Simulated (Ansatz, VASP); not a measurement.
Two plane-wave programs on Mg7FeO8 (a cell with a defect)

Contents of INCAR:

```
ALGO     = Normal         # electronic algorithm
EDIFF    = 1E-6           # SCF threshold, eV
ENCUT    = 520            # plane-wave cutoff, eV
ISIF     = 2              # what is computed and relaxed
ISMEAR   = 0              # smearing method
ISPIN    = 2              # spin polarisation
LASPH    = T              # aspherical terms in the spheres
LCHARG   = F              # write CHGCAR
LMAXMIX  = 4              # l up to which the mixer works
LORBIT   = 11             # projections on sites
LREAL    = Auto         
LWAVE    = F              # write WAVECAR
MAGMOM   = 0 0 0 0 0 0 0 0 0 0.06 0.06 0.08 0.01 0.08 0.01 3.31 # initial moments
NBANDS   = 53             # bands
NELM     = 150            # most SCF steps
PREC     = Accurate       # precision mode
SIGMA    = 0.01           # smearing width, eV
```

Contents of KPOINTS:

```
k-points
0
Gamma
  1 2 2
```

POSCAR

```
Mg7FeO8
1.0
    8.5500000000      0.0000000000      0.0000000000
    0.0000000000      4.2750000000      0.0000000000
    0.0000000000      0.0000000000      4.2750000000
Mg O Fe
7 8 1
Direct
    0.0000000000      0.0000000000      0.0000000000
    0.5000000000      0.0000000000      0.0000000000
    0.5000000000      0.5000000000      0.5000000000
    0.2500000000      0.0000000000      0.5000000000
    0.7500000000      0.0000000000      0.5000000000
    0.2500000000      0.5000000000      0.0000000000
    0.7500000000      0.5000000000      0.0000000000
    0.2500000000      0.0000000000      0.0000000000
    0.7500000000      0.0000000000      0.0000000000
    0.2500000000      0.5000000000      0.5000000000
    0.7500000000      0.5000000000      0.5000000000
    0.0000000000      0.0000000000      0.5000000000
    0.5000000000      0.0000000000      0.5000000000
    0.0000000000      0.5000000000      0.0000000000
    0.5000000000      0.5000000000      0.0000000000
    0.0000000000      0.5000000000      0.5000000000
```

Input for Ansatz:

```yaml
crystal:
  lattice:
    - [8.55, 0.0, 0.0]
    - [0.0, 4.275, 0.0]
    - [0.0, 0.0, 4.275]
  atoms:
    - { symbol: Mg, position: [0.0, 0.0, 0.0] }
    - { symbol: Mg, position: [0.5, 0.0, 0.0] }
    - { symbol: O, position: [0.25, 0.0, 0.0] }
    - { symbol: O, position: [0.75, 0.0, 0.0] }
    - { symbol: Fe, position: [0.0, 0.5, 0.5] }
    - { symbol: Mg, position: [0.5, 0.5, 0.5] }
    - { symbol: O, position: [0.25, 0.5, 0.5] }
    - { symbol: O, position: [0.75, 0.5, 0.5] }
    - { symbol: Mg, position: [0.25, 0.0, 0.5] }
    - { symbol: Mg, position: [0.75, 0.0, 0.5] }
    - { symbol: O, position: [0.0, 0.0, 0.5] }
    - { symbol: O, position: [0.5, 0.0, 0.5] }
    - { symbol: Mg, position: [0.25, 0.5, 0.0] }
    - { symbol: Mg, position: [0.75, 0.5, 0.0] }
    - { symbol: O, position: [0.0, 0.5, 0.0] }
    - { symbol: O, position: [0.5, 0.5, 0.0] }
hamiltonian:
  xc: lda
  pseudopotentials: { kind: paw }
basis:
  ecutwfc: 420
kpoints:
  mp_grid: { grid: [1, 2, 2] }
scf:
  occupations: { method: gaussian, width: 0.01 }
  lower_state_search: "off"
output:
  forces: true
  stress: true
  write_density: true
  write_potential: true
  elf: true
  volumetric_format: npy
magnetization:
  spin_polarized: true
```

Alike in both runs: task single point; functional LDA; k mesh 1 × 2 × 2; occupations gaussian, width 0.01 eV; collinear spin.

```csv
,VASP,Ansatz
version,VASP 6.6.1,Ansatz 0.2.0
potentials or method,"VASP PAW LDA potentials, release 64 (Mg, O, Fe)","PAW, plane waves, scalar-relativistic"
plane-wave cutoff (eV),520,420
valence electrons in the cell,70,134
```

|  | VASP | Ansatz | Ansatz less VASP |
| --- | --- | --- | --- |
| pressure (GPa) | -14.3 | -12.8 | +1.46 |
| largest component of the traceless stress (GPa) | 2.80 | 2.81 | +0.017 |
| rms of the force components (eV/Å) | 0.137 | 0.131 | -0.0064 |
| net moment per atom (μB) | 0.22 | 0.22 | 0.000 |
| size of the moment on the site where the two differ most (μB) | 3.16 | 3.00 | -0.159 |

Site moments also hang on the region over which each program counts them. The two sets of potentials don't hold the same shells in valence. Ansatz warned: «no_starting_moments».

Caveats: the k mesh is coarse (spacing up to 0.73 Å⁻¹), so the values aren't converged.
